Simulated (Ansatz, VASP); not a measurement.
# One calculation of CsNaP2, two programs

The input INCAR:

```
PREC = Accurate
ENCUT = 520
EDIFF = 1E-6
ISMEAR = 0
SIGMA = 0.1
LREAL = F
LASPH = T
NELM = 100
ALGO = Normal
ISIF = 2
LWAVE = F
LCHARG = F
GGA = PE
NBANDS = 21
```

The input KPOINTS:

```
Automatic mesh
0
Gamma
  4 4 2
```

Contents of POSCAR:

```
CsNaP2
1.0
    3.9779433500      0.0000000000      0.0000000000
    0.0000000000      3.9779433500      0.0000000000
    0.0000000000      0.0000000000      7.9558867100
Cs Na P
1 1 2
Direct
    0.0000000000      0.0000000000      0.5000000000
    0.0000000000      0.0000000000      0.0000000000
    0.5000000000      0.5000000000      0.2500000000
    0.5000000000      0.5000000000      0.7500000000
```

Input for Ansatz:

```yaml
crystal:
  lattice:
    - [3.97794335, 0.0, 0.0]
    - [0.0, 3.97794335, 0.0]
    - [0.0, 0.0, 7.95588671]
  atoms:
    - { symbol: Cs, position: [0.0, 0.0, 0.5] }
    - { symbol: Na, position: [0.0, 0.0, 0.0] }
    - { symbol: P, position: [0.5, 0.5, 0.25] }
    - { symbol: P, position: [0.5, 0.5, 0.75] }
basis:
  ecutwfc: 420
kpoints:
  mp_grid: { grid: [4, 4, 2] }
hamiltonian:
  xc: pbe
scf:
  occupations: { method: gaussian, width: 0.1 }
  lower_state_search: "off"
output:
  forces: true
  stress: true
  eigenvalues: true
```

Alike in both runs: task single point; functional PBE; k mesh 4 × 4 × 2; occupations gaussian, width 0.1 eV; no spin polarisation.

|  | VASP | Ansatz |
| --- | --- | --- |
| version | VASP 6.6.1 | Ansatz 0.2.0 |
| potentials or method | VASP PAW PBE potentials, release 64 (Cs_sv, Na_pv, P) | scalar-relativistic, plane waves, PAW |
| plane-wave cutoff (eV) | 520 | 420 |
| valence electrons in the cell | 26 | 28 |

|  | VASP | Ansatz | Ansatz less VASP |
| --- | --- | --- | --- |
| gap on the k mesh at the Fermi level (eV) | none | none | - |
| pressure (GPa) | -2.0 | -2.1 | -0.06 |
| largest component of the traceless stress (GPa) | 0.69 | 0.70 | +0.013 |
| rms of the force components (eV/Å) | 0.418 | 0.415 | -0.0038 |

Atom by atom the forces differ by 0.004 eV/Å (rms over components). A gap of «none» marks a metal or a gap that the smearing closes. The functional is the same, so the differences come from potentials, cutoffs and numerics. The two sets of potentials don't hold the same shells in valence.

Caveats: the k mesh is coarse (spacing up to 0.39 Å⁻¹), so the values aren't converged; forces of over 1 eV/Å show positions far from the minimum, so gaps and moduli don't describe the material at rest. Spin-orbit coupling is left out, which matters for the levels of Cs.
